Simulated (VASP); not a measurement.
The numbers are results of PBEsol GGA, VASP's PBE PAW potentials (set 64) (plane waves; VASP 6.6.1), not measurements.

VASP input:

INCAR:
```
! general
SYSTEM  = TeRh
PREC    = Accurate
ENCUT   = 480   ! plane-wave cut-off (eV)
LREAL   = .False.   ! projection in real space or not
LASPH   = .True.   ! aspherical one-centre terms

! electronic loop
EDIFF   = 1E-7
NELM    = 100   ! most electronic steps
ALGO    = Normal
LMAXMIX = 4   ! l cut-off of mixed one-centre charges

! smearing
ISMEAR  = 1
SIGMA   = 0.1   ! width (eV)

! functional
GGA     = PS   ! PBEsol

! ions
ISIF    = 2   ! forces and stress, cell fixed

! output
LWAVE   = .False.
LCHARG  = .False.
```

### POSCAR
```
TeRh
1
    1.7501359279    -5.1610844043     0.0000000000
    1.7501359279     5.1610844043     0.0000000000
    0.0000000000     0.0000000000     3.8490320415
Te Rh
2 2
Direct
  0.6439228130   0.3560771870   0.2500000000
  0.3560771870   0.6439228130   0.7500000000
  0.9046605030   0.0953394970   0.2500000000
  0.0953394970   0.9046605030   0.7500000000
```

File KPOINTS:
```
Automatic mesh
0
Gamma
8 8 8
0 0 0
```

POTCAR, in this order: Te Rh_pv (PBE.64 set). Program: vasp_std.

The run wrote:

OUTCAR:
```
 ion  position               nearest neighbor table
   1  0.644  0.356  0.250-   4 2.65   4 2.65   4 2.65   4 2.65   3 2.69   3 3.03   3 3.03   2 3.40
                             2 3.40   2 3.40   2 3.40   2 3.54   2 3.54
   2  0.356  0.644  0.750-   3 2.65   3 2.65   3 2.65   3 2.65   4 2.69   4 3.03   4 3.03   1 3.40
                             1 3.40   1 3.40   1 3.40   1 3.54   1 3.54
   3  0.905  0.095  0.250-   2 2.65   2 2.65   2 2.65   2 2.65   1 2.69   4 2.75   4 2.75   1 3.03
                             1 3.03
   4  0.095  0.905  0.750-   1 2.65   1 2.65   1 2.65   1 2.65   2 2.69   3 2.75   3 2.75   2 3.03
                             2 3.03
  LATTYP: Found a base centered orthorhombic cell.
 ALAT       =     3.5002718558
 B/A-ratio  =     2.9489620332
 C/A-ratio  =     1.0996380281
 Subroutine PRICEL returns:
 Original cell was already a primitive cell.
 Subroutine GETGRP returns: Found  8 space group operations
The static configuration has the point symmetry C_2h.
 The point group associated with its full space group is D_2h.
The dynamic configuration has the point symmetry C_2h.
 Subroutine INISYM returns: Found  8 space group operations
 Subroutine IBZKPT returns following result:
 Found    105 irreducible k-points:

 Following reciprocal coordinates:
            Coordinates               Weight
  0.000000  0.000000  0.000000      1.000000
  0.125000 -0.000000  0.000000      4.000000
  0.250000 -0.000000  0.000000      4.000000
  0.375000  0.000000  0.000000      4.000000
  0.500000 -0.000000  0.000000      2.000000
  0.125000  0.125000  0.000000      2.000000
  0.250000  0.125000  0.000000      4.000000
  0.375000  0.125000  0.000000      4.000000
  0.500000  0.125000  0.000000      4.000000
 -0.375000  0.125000  0.000000      4.000000
 -0.250000  0.125000  0.000000      4.000000
 -0.125000  0.125000  0.000000      2.000000
  0.250000  0.250000  0.000000      2.000000
  0.375000  0.250000  0.000000      4.000000
  0.500000  0.250000  0.000000      4.000000
...
```

File OSZICAR:
```
       N       E                     dE             d eps       ncg     rms          rms(c)
DAV:   1     0.371070302816E+03    0.37107E+03   -0.23287E+04  5778   0.158E+03
DAV:   2    -0.101699897090E+02   -0.38124E+03   -0.37660E+03  6005   0.434E+02
DAV:   3    -0.240607488806E+02   -0.13891E+02   -0.13649E+02  6372   0.814E+01
DAV:   4    -0.243063485688E+02   -0.24560E+00   -0.24387E+00  5798   0.100E+01
DAV:   5    -0.243103859417E+02   -0.40374E-02   -0.40366E-02  6181   0.140E+00    0.195E+01
DAV:   6    -0.240347058531E+02    0.27568E+00   -0.66907E-01  5608   0.693E+00    0.109E+01
DAV:   7    -0.239814459259E+02    0.53260E-01   -0.53326E-01  5542   0.399E+00    0.271E+00
DAV:   8    -0.239381936865E+02    0.43252E-01   -0.25928E-01  5447   0.420E+00    0.181E+00
DAV:   9    -0.239387356860E+02   -0.54200E-03   -0.84831E-03  5757   0.550E-01    0.124E+00
DAV:  10    -0.239375268595E+02    0.12088E-02   -0.73206E-03  5425   0.752E-01    0.710E-01
DAV:  11    -0.239372871212E+02    0.23974E-03   -0.37633E-04  5746   0.143E-01    0.427E-01
DAV:  12    -0.239372577683E+02    0.29353E-04   -0.62497E-05  5721   0.422E-02    0.203E-01
DAV:  13    -0.239372427999E+02    0.14968E-04   -0.14404E-05  6070   0.292E-02    0.133E-01
DAV:  14    -0.239372360224E+02    0.67776E-05   -0.81180E-06  5719   0.175E-02    0.683E-02
DAV:  15    -0.239372334415E+02    0.25809E-05   -0.59152E-06  6002   0.160E-02    0.103E-02
DAV:  16    -0.239372333402E+02    0.10127E-06   -0.42703E-07  5322   0.367E-03    0.207E-03
DAV:  17    -0.239372333854E+02   -0.45190E-07   -0.11267E-08  2702   0.836E-04
   1 F= -.23937233E+02 E0= -.23938003E+02  d E =0.230843E-02
```

OUTCAR:
```
------------------------ aborting loop because EDIFF is reached ----------------------------------------
  FORCE on cell =-STRESS in cart. coord.  units (eV):
  Direction    XX          YY          ZZ          XY          YZ          ZX
  --------------------------------------------------------------------------------------
  Total        5.6965531      3.3942296      5.8622777      0.0000000      0.0000000      0.0000000
  in kB      131.2588107     78.2091453    135.0774035      0.0000000      0.0000000      0.0000000
  external PRESSURE =     114.8484532 kB  Pullay stress =       0.0000000 kB
  volume of cell :       69.53
      direct lattice vectors                 reciprocal lattice vectors
     1.750135928 -5.161084404  0.000000000     0.285692095 -0.096878865  0.000000000
     1.750135928  5.161084404  0.000000000     0.285692095  0.096878865  0.000000000
     0.000000000  0.000000000  3.849032042     0.000000000  0.000000000  0.259805579
 POSITION                                       TOTAL-FORCE (eV/Angst)
 -----------------------------------------------------------------------------------
      1.75014     -1.48560      0.96226         0.000000     -0.168244     -0.000000
      1.75014      1.48560      2.88677         0.000000      0.168244     -0.000000
      1.75014     -4.17697      0.96226         0.000000      0.068871      0.000000
      1.75014      4.17697      2.88677         0.000000     -0.068871      0.000000
 -----------------------------------------------------------------------------------
    total drift:                               -0.000000     -0.000000      0.000000
  FREE ENERGIE OF THE ION-ELECTRON SYSTEM (eV)
  ---------------------------------------------------
  free  energy   TOTEN  =       -23.9372333854 eV

  energy  without entropy=      -23.9395418173  energy(sigma->0) =      -23.93800286
```
(Selected blocks of OUTCAR.)

The structure was generated: TeRh was put into the CrB type (Cmcm), which need not be its known phase. This cell was strained or had an atom moved on purpose.
